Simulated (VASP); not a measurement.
Input:

```
CELL_PARAMETERS angstrom
      0.00000     2.35932     2.35932
      2.35932     0.00000     2.35932
      2.35932     2.35932     0.00000
ATOMIC_POSITIONS crystal
  Sb 0.00000 0.00000 0.00000
```

Level of theory: PBEsol GGA, VASP's PBE PAW potentials (set 64) (plane waves; VASP). Numerical set-up: 400 eV cut-off, Gaussian smearing of 0.050 eV, potentials Sb.

Unless said otherwise, spin-orbit coupling is left out, though it shifts the bands of the heavy elements here.

Question: Estimate the band gap (along the path) with the smallest direct gap where there is one.

Answer: 
```json
{
  "band gap (along the path)": "none (metal, semimetal or under 0.01 eV)"
}
```

Only differences to runs with the same potentials and settings are physical.

The structure was generated: Sb was put into the fcc type (Fm-3m), which need not be its known phase. It was relaxed first.
